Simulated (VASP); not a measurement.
A run of VASP 6.6.1 is set up as follows.

The input INCAR:

```
SYSTEM = Pb
PREC     = Accurate       ! precision mode
ENCUT    = 520            ! plane-wave cutoff, eV
EDIFF    = 1E-6           ! SCF threshold, eV
ISMEAR   = 0              ! smearing method
SIGMA    = 0.1            ! smearing width, eV
LREAL    = .FALSE.        ! projectors in reciprocal space
LASPH    = .TRUE.         ! aspherical terms in the spheres
NELM     = 60             ! most SCF steps
ALGO     = Normal         ! electronic algorithm
ISIF     = 2              ! what is computed and relaxed
LWAVE    = .FALSE.        ! write WAVECAR
LCHARG   = .TRUE.         ! write CHGCAR
METAGGA  = R2SCAN         ! meta-GGA
LMIXTAU  = .TRUE.       
LELF     = .TRUE.         ! ELF
LVHAR    = .TRUE.       
NBANDS   = 13             ! bands
```

Contents of KPOINTS:

```
regular mesh
0
G
  14 14 14
  0 0 0
```

POSCAR

```
Pb
1.0
    0.0000000000      2.4673600000      2.4673600000
    2.4673600000      0.0000000000      2.4673600000
    2.4673600000      2.4673600000      0.0000000000
Pb
1
Direct
    0.0000000000      0.0000000000      0.0000000000
```

Potentials or basis: VASP PAW PBE potentials, release 64 (Pb_d).

Run with:

```sh
$ cat potpaw_PBE.64/Pb_d/POTCAR > POTCAR
$ mpirun -np 1 vasp_std > vasp.out
```

(1) Predict the pressure.

(2) What does it give for the band gap on the k mesh?

## Answers

(1) 1.8 GPa.

(2) none (metal or under the smearing width).

Caveat: the PAW data sets were made with another functional, which shifts forces and pressure a little.
